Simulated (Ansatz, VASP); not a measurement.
# Cross-check of Si between VASP and Ansatz

Wanted: the spread between two codes on one cell, functional and k mesh.

Calculated with Ansatz 0.2.0; plane waves, with VASP 6.6.1 beside it; relaxation of cell and atoms at PBE.

## (1) The structure

It takes space group Fd-3m (No. 227, cubic). The conventional cell has a = 5.468 Å, b = 5.468 Å, c = 5.468 Å, α = 90.00°, β = 90.00°, γ = 90.00°. Nearest to Si lie 4 Si at 2.37 Å.

## (2) Ansatz: relaxation of cell and atoms, PBE

Ansatz runs on its default PAW (the set named soft_2) files.

The relaxed volume is the usual yardstick between codes: its relative difference is about their pressure difference at one cell divided by the bulk modulus.

File input.yaml:

```yaml
crystal:
  lattice:
    - [0.0, 2.7342265774, 2.7342265774]
    - [2.7342265774, 0.0, 2.7342265774]
    - [2.7342265774, 2.7342265774, 0.0]
  atoms:
    - { symbol: Si, position: [0.0, 0.0, 0.0] }
    - { symbol: Si, position: [0.25, 0.25, 0.25] }
hamiltonian:
  xc: pbe
  pseudopotentials: { kind: paw }
kpoints:
  mp_grid: { grid: [13, 13, 13] }
scf:
  occupations: { method: gaussian, width: 0.05 }
relax:
  f_tol: 0.01
  max_steps: 60
  cell: { stress_tol: 0.05 }
output:
  forces: true
  stress: true
```

Started as:

```
$ ansatz run input.yaml --threads 4 --pin off --max-ram 9216MiB --backend cpu --events-out ev --progress --plain --runs-dir out
```

Numbers of over 12 decimals in the logs are rounded to 6 here.

What it wrote:

```text
Engine: ansatz 0.2.0, aarch64-unknown-linux-gnu
Pseudopotentials: kind: paw
Pseudopotential: Si, paw, valence charge 4, recommended cutoff 420 eV (normal), Si.paw.azcp
Functional definition: PBE
  parameter kappa = 0.804
  parameter beta = 0.066725
  exchange = pbe_x(kappa = kappa, mu = beta*pi^2/3)
  correlation = pbe_c(beta = beta)
Crystal: 2 atoms, lattice volume = 40.882 Å³
Basis set: ecut = 420 eV, 821 PW (Γ), exchange–correlation on 54×54×54 points (8 copies of the dense FFT grid, shifted against one another)
Bands: 8, of which v1, the nominal top of the filled ones, is band 4 counted from 1 (3 counted from 0)
Symmetry: 48 space group operations
Space group: Fd-3m (ITA 227), of the structure as read, at distance tolerance 3.4e-5 Å
k-points: 84 of 2197
Non-local potential: Si, projectors of the file, l = 0: 2, l = 1: 2, l = 2: 2
PAW form: soft (Blöchl's): semilocal exchange-correlation on the pseudo side does not see the compensation charge
PAW one-centre angular grid: Si, 110 points (default); XC on 64 Gauss nodes
Initial density: superposition of atomic densities (neutral atoms: chi_scale 0, normalization atom), corrected by the library's trained network
Initial wavefunctions: pseudopotential atomic-orbital guess
Functional: x = pbe(κ = 0.804, μ = 0.219515), c = pbe(β = 0.066725)
SCF iter   1: F=—  HF=-1271.619916 eV  |F-HF|=—  |Δ(HF+E_count)|=         —  Δρ=1.31e-3  dr2=4.60e-4  ethr=1.77e-3  ⟨swp⟩=5.9  Hψ=5933  notcnv=0
preconditioner: auto → none  [insulator: Δε(μ)=0.630 eV  Ē_g=9.375 eV  σ=0.050 eV  W_gap=1.00  n_scr=8 (ndim 8)  ℏωp=16.4 eV  f_vac=0.000  D(μ)=0.00/eV (n_scr^D=0)  ε∞_Penn≈4.1]
SCF iter   2: F=—  HF=-1271.620226 eV  |F-HF|=—  |Δ(HF+E_count)|=   3.09e-4  Δρ=5.48e-4  dr2=7.20e-5  ethr=5.75e-6  ⟨swp⟩=2.0  Hψ=1604  notcnv=0
SCF iter   3: F=—  HF=-1271.620278 eV  |F-HF|=—  |Δ(HF+E_count)|=   5.19e-5  Δρ=9.28e-5  dr2=2.24e-6  ethr=9.01e-7  ⟨swp⟩=2.0  Hψ=1002  notcnv=0
iter 4 did not close the SCF: its close was put off for the readings that it lacked (scf_convergence_deferred on its scf_iter line)
SCF iter   4: F=-1271.620279 eV  HF=-1271.620279 eV  |F-HF|=1.87e-8  |Δ(HF+E_count)|=   1.51e-6  Δρ=9.86e-6  dr2=2.38e-8  ethr=2.80e-8  ⟨swp⟩=2.0  Hψ=1008  notcnv=0
iter 5 did not close the SCF: its close was put off for the readings that it lacked (scf_convergence_deferred on its scf_iter line)
SCF iter   5: F=-1271.620279 eV  HF=-1271.620279 eV  |F-HF|=8.80e-11  |Δ(HF+E_count)|=   2.26e-8  Δρ=6.23e-7  dr2=1.17e-10  ethr=2.98e-10  ⟨swp⟩=2.0  Hψ=1005  notcnv=0
SCF iter   6: F=-1271.620279 eV  HF=-1271.620279 eV  |F-HF|=1.82e-12  |Δ(HF+E_count)|=  1.08e-10  Δρ=1.44e-7  dr2=6.29e-12  ethr=1.47e-12  ⟨swp⟩=1.0  Hψ=2055  notcnv=0
SCF 1 converged in 6 iterations: F = -1271.620279 eV  dr2 = 6.29e-12
  greatest PAW one-centre occupation: 0.633 electrons in one spin orbital (limit 2), on the Si atom at site 1 (counted from 0), in its partial waves of l = 0
relax step   1: F+E_penalty+E_count = -1271.62027930 eV  Δ(F+E_penalty+E_count) = +0.000e0 eV  max|allowed force component| = 1.041e-17 eV/Å  Δτ_max = 0.0000 Å  P = +0.087 GPa  Ω = 40.882 Å³  (6 SCF iters, dr2 threshold 1.00e-7 eV, accepted)
[...]
relax step   2: F+E_penalty+E_count = -1271.62028535 eV  Δ(F+E_penalty+E_count) = -6.050e-6 eV  max|allowed force component| = 6.476e-17 eV/Å  Δτ_max = 0.0000 Å  P = +0.020 GPa  Ω = 40.913 Å³  energy of the carried Pulay correction = -4.148e-6 eV  (3 SCF iters, dr2 threshold 1.89e-8 eV, accepted)
[...]
relax step   3: F+E_penalty+E_count = -1271.62028919 eV  Δ(F+E_penalty+E_count) = -3.844e-6 eV  max|allowed force component| = 6.014e-17 eV/Å  Δτ_max = 0.0000 Å  P = +0.020 GPa  Ω = 40.913 Å³  stress off target by 2.05e-2 GPa  SCF on the basis re-selected at this cell (its energy is not comparable with the rows above)  (4 SCF iters)
basis re-selected at this cell: Δ(F+E_penalty+E_count) = -3.844e-6 eV, ΔP = +0.000 GPa vs the last step (what re-selecting the basis moved, of the pressure what is left beyond the Pulay correction that the steps carried, after the strain that the cell walked since its last selection, with what the two solves' SCF thresholds leave and, on support functions, any second-order correction that the steps lacked; it is no m [...]
SCF converged after 4 iterations
Free energy (F): -1271.620289 eV
Harris-Foulkes:  -1271.620289 eV  (|F-HF|=4.55e-13)
Internal energy: -1271.620289 eV  (E = F + TS)
E sigma→0 (E₀):  -1271.620289 eV
Fermi energy:    6.320415 eV
--- Per-component energies (eV) ---
  E_band       = 8.025080
  E_kinetic    = 80.140504
  E_local      = -56.135284  (includes V_loc(G=0)·N_el)
  E_nonlocal   = 51.753029
  E_hartree    = 15.172667
  E_xc         = -110.124399
  E_vxc        = -93.155941  (∫ρ·V_xc dr)
  E_paw        = -1025.529156  (= ΣΔE_a)
  E_vpaw       = -4.922587  (= ΣTr[D̂ρ^β])
  E_aug_tail   = 0.000013  (compensation charges beyond the density's cutoff)
  E_ewald      = -226.897662
  E_smearing   = -0.000000  (= −TS)
  E_closure    = 0.000000  (closes the sum)
  Σ components = -1271.620289   (vs F -1271.620289, Δ=0.00e0)
--- Forces (eV/Å), atoms counted from 1 ---
  atom   1  Si    -0.00000000    -0.00000000    -0.00000000
  atom   2  Si     0.00000000     0.00000000     0.00000000
  max |Σ_I F_I| component: 2.78e-17 eV/Å
--- Stress (GPa, compression-positive) ---
        0.020488       0.000000      -0.000000
       -0.000000       0.020488      -0.000000
       -0.000000      -0.000000       0.020488
  P = ⅓ Tr σ = 0.0205 GPa (0.205 kbar)
--- Relaxed structure (2 steps of the walk, 2 accepted, 1 SCFs on fresh bases) ---
  F+E_penalty+E_count = -1271.62028919 eV   max|allowed force component| = 6.014e-17 eV/Å   (the final SCF, on the basis selected at the relaxed cell)
  cell:  # Å, volume = 40.9126 Å³
    - [0, 2.734906, 2.734906]
    - [2.734906, 0, 2.734906]
    - [2.734906, 2.734906, 0]
  atoms:
    - { symbol: Si, position: [0, 0, 0] }
    - { symbol: Si, position: [0.250000, 0.250000, 0.250000] }
```

Elapsed: 1.4 s, on 4 threads of Arm Neoverse V1, shared host; peak memory 0.33 GiB.

## (3) VASP: relaxation of cell and atoms, PBE

The same cell, functional, mesh and smearing now go to VASP, with its own data sets and cutoff.

Lines of VASP's logs that name or quote its potential files are left out, and so is its time.

File INCAR:

```
SYSTEM = Si
PREC = Accurate
ENCUT = 520
EDIFF = 1E-07
NELM = 120
ISMEAR = 0
SIGMA = 0.05
LREAL = .FALSE.
ALGO = Normal
GGA = PE
NBANDS = 10
LASPH = .TRUE.
LORBIT = 11
LWAVE = .FALSE.
LCHARG = .FALSE.
KPAR = 2
IBRION = 2
NSW = 40
ISIF = 3
EDIFFG = -0.005
POTIM = 0.4
```

File POSCAR:

```
Si
1.0
    0.0000000000      2.7342265774      2.7342265774
    2.7342265774      0.0000000000      2.7342265774
    2.7342265774      2.7342265774      0.0000000000
Si
2
Direct
    0.0000000000      0.0000000000      0.0000000000
    0.2500000000      0.2500000000      0.2500000000
```

File KPOINTS:

```
Automatic mesh
0
Gamma
13 13 13
0 0 0
```

Potentials, in the order of the species: Si (PBE family, release 64).

Started as:

```
$ mpirun -np 2 vasp_std
```

What it wrote:

```text
[banner, memory and clock lines left out]
running    2 mpi-ranks, on    1 nodes
 distrk:  each k-point on    1 cores,    2 groups
 distr:  one band on    1 cores,    1 groups

 POSCAR found type information on POSCAR Si
 POSCAR found :  1 types and       2 ions
 LDA part: xc-table for (Slater+PW92), standard interpolation
 POSCAR, INCAR and KPOINTS ok, starting setup
 FFT: planning ... GRIDC
 FFT: planning ... GRID_SOFT
 FFT: planning ... GRID
 WAVECAR not read
 entering main loop
       N       E                     dE             d eps       ncg     rms          rms(c)
DAV:   1     0.619907347985E+01    0.61991E+01   -0.32263E+03  1680   0.619E+02
DAV:   2    -0.105281589829E+02   -0.16727E+02   -0.15868E+02  2314   0.833E+01
DAV:   3    -0.110144489813E+02   -0.48629E+00   -0.48543E+00  2100   0.128E+01
DAV:   4    -0.110179652316E+02   -0.35163E-02   -0.35157E-02  2128   0.134E+00
DAV:   5    -0.110179971733E+02   -0.31942E-04   -0.31941E-04  2130   0.111E-01    0.475E+00
DAV:   6    -0.109020884659E+02    0.11591E+00   -0.68887E-02  1892   0.115E+00    0.289E+00
DAV:   7    -0.108484369344E+02    0.53652E-01   -0.13340E-01  1938   0.172E+00    0.169E-01
DAV:   8    -0.108496348556E+02   -0.11979E-02   -0.48890E-03  1878   0.413E-01    0.792E-02
DAV:   9    -0.108498377430E+02   -0.20289E-03   -0.20120E-04  2166   0.925E-02    0.570E-02
DAV:  10    -0.108498616517E+02   -0.23909E-04   -0.22711E-05  1956   0.293E-02    0.523E-03
DAV:  11    -0.108498621641E+02   -0.51242E-06   -0.15424E-06  2120   0.710E-03    0.278E-03
DAV:  12    -0.108498623901E+02   -0.22603E-06   -0.44125E-07  1822   0.436E-03    0.923E-04
DAV:  13    -0.108498624037E+02   -0.13577E-07   -0.26119E-09  1038   0.379E-04
   1 F= -.10849862E+02 E0= -.10849862E+02  d E =-.108499E+02
 curvature:   0.00 expect dE= 0.000E+00 dE for cont linesearch  0.000E+00
 trial: gam= 0.00000 g(F)=  0.229E-49 g(S)=  0.168E-06 ort = 0.000E+00 (trialstep = 0.100E+01)
 search vector abs. value=  0.168E-06
 reached required accuracy - stopping structural energy minimisation
```

Parts of OUTCAR (step 3):

```text
ion  position               nearest neighbor table
   1  0.000  0.000  0.000-   2 2.37   2 2.37   2 2.37   2 2.37
   2  0.250  0.250  0.250-   1 2.37   1 2.37   1 2.37   1 2.37

  LATTYP: Found a face centered cubic cell.
 ALAT       =     5.4684531548

 Subroutine GETGRP returns: Found 48 space group operations
 (whereof 24 operations were pure point group operations)

The static configuration has the point symmetry T_d .
 The point group associated with its full space group is O_h .

 Found     84 irreducible k-points:

   k-points           NKPTS =     84   k-points in BZ     NKDIM =     84   number of bands    NBANDS=     10

   dimension x,y,z NGX =    30 NGY =   30 NGZ =   30
   dimension x,y,z NGXF=    60 NGYF=   60 NGZF=   60

   ENCUT  =  520.0 eV  38.22 Ry    6.18 a.u.   7.19  7.19  7.19*2*pi/ulx,y,z

   NELECT =       8.0000    total number of electrons

 k-points in reciprocal lattice and weights: Automatic mesh
   0.00000000  0.00000000  0.00000000       0.000
   0.07692308  0.00000000  0.00000000       0.004
   0.15384615  0.00000000  0.00000000       0.004
   0.23076923  0.00000000  0.00000000       0.004
   0.30769231  0.00000000  0.00000000       0.004
   0.38461538  0.00000000  0.00000000       0.004
   0.46153846  0.00000000  0.00000000       0.004
   0.07692308  0.07692308  0.00000000       0.003
   0.15384615  0.07692308  0.00000000       0.011
[...]
-0.30769231  0.46153846  0.15384615       0.011
  -0.30769231  0.46153846  0.23076923       0.011

 average (electrostatic) potential at core
       1 -83.4814       2 -83.4814

 E-fermi :   5.8799

 k-point     1 :       0.0000    0.0000    0.0000
  band No.  band energies     occupation
      1      -6.1983      2.00000
      2       5.6173      2.00000
      3       5.6173      2.00000
      4       5.6173      2.00000
      5       8.1744      0.00000
      6       8.1744      0.00000
      7       8.1744      0.00000
      8       8.7529      0.00000
      9      13.3267      0.00000
    ...

 k-point     2 :       0.0769    0.0000    0.0000
  band No.  band energies     occupation
      1      -6.1221      2.00000
      2       4.8644      2.00000
      3       5.4961      2.00000
      4       5.4961      2.00000
      5       8.1947      0.00000
      6       8.3530      0.00000
      7       8.3530      0.00000
      8       9.3586      0.00000
      9      13.0952      0.00000
    ...

 k-point     3 :       0.1538    0.0000    0.0000
  band No.  band energies     occupation
      1      -5.8955      2.00000
      2       3.4931      2.00000
      3       5.2259      2.00000
      4       5.2259      2.00000
      5       7.9541      0.00000
      6       8.7439      0.00000
      7       8.7439      0.00000
      8      10.6659      0.00000
      9      12.7389      0.00000
    ...

  Total        0.0017047      0.0017047      0.0017047      0.0000000      0.0000000     -0.0000000
  in kB        0.0668086      0.0668086      0.0668086      0.0000000      0.0000000     -0.0000000
  external PRESSURE =       0.0668086 kB  Pullay stress =       0.0000000 kB

  energy-cutoff  :      520.00
  volume of cell :       40.88
      direct lattice vectors                 reciprocal lattice vectors
     0.000000000  2.734226577  2.734226577    -0.182867069  0.182867069  0.182867069
     2.734226577  0.000000000  2.734226577     0.182867069 -0.182867069  0.182867069
     2.734226577  2.734226577  0.000000000     0.182867069  0.182867069 -0.182867069

 POSITION                                       TOTAL-FORCE (eV/Angst)
 -----------------------------------------------------------------------------------
      0.00000      0.00000      0.00000        -0.000000     -0.000000     -0.000000
      1.36711      1.36711      1.36711         0.000000      0.000000      0.000000
 -----------------------------------------------------------------------------------
    total drift:                               -0.000000     -0.000000     -0.000000

  FREE ENERGIE OF THE ION-ELECTRON SYSTEM (eV)
  ---------------------------------------------------
  free  energy   TOTEN  =       -10.8498624037 eV

  energy  without entropy=      -10.8498624037  energy(sigma->0) =      -10.84986240

 reached required accuracy - stopping structural energy minimisation

 total charge
# of ion       s       p       d       tot
------------------------------------------
    1        0.751   0.928   0.000   1.679
    2        0.751   0.928   0.000   1.679
--------------------------------------------------
tot          1.502   1.856   0.000   3.358

[... 3 further parts left out ...]
```

CONTCAR:

```
Si
   1.00000000000000
     0.0000000000000000    2.7342265773999999    2.7342265773999999
     2.7342265773999999    0.0000000000000000    2.7342265773999999
     2.7342265773999999    2.7342265773999999    0.0000000000000000
  Si
     2
Direct
     0.0000000000000000    0.0000000000000000    0.0000000000000000
     0.2500000000000000    0.2500000000000000    0.2500000000000000
```

## (4) Differences

Known differences besides the potentials themselves: both relaxations stop at a tolerance, which leaves soft axes loose, and VASP keeps its plane-wave basis; the cutoff is 420 eV in Ansatz and 520 eV in VASP; Ansatz adds a Pulay correction to the stress that steers its cell, VASP none. Total energies have different zeros and are not compared.

The two programs side by side:

| quantity | Ansatz | VASP | difference |
| --- | --- | --- | --- |
| volume (Å³) | 40.91 | 40.88 | +0.07 % |
| edge a after relaxation, in the typed setting (Å) | 3.868 | 3.867 | +0.02 % |

The walks stopped with 0.02 GPa left in Ansatz and 0.01 GPa in VASP; each walk ends within a tolerance, so the volume difference is uncertain by about these residues over the bulk modulus, most in soft cells.

## (5) Summary of results

- difference in volume (relaxation of cell and atoms, PBE): 0.075 %

In words: The difference in volume is 0.075 % (relaxation of cell and atoms, PBE), within the 1.2 % picked in this series as the mark of a large difference, as far as the stopping tolerances let one tell. Such differences can come from data sets, numerical settings and the points named under the comparisons, not from the functional's error against experiment.

[Lines on the potential files, build, host, timing and source positions are cut from VASP's logs without a mark.]

[Logs are printed without paths, hosts, clocks, repeated set-up lines and the standing remarks that a program may print on its own settings, such as how far it seeks lower states.]

[Hosts, paths, dates, database ids (printed as entryN), source tags and the programs' standing remarks are cut or masked in the printed files.]
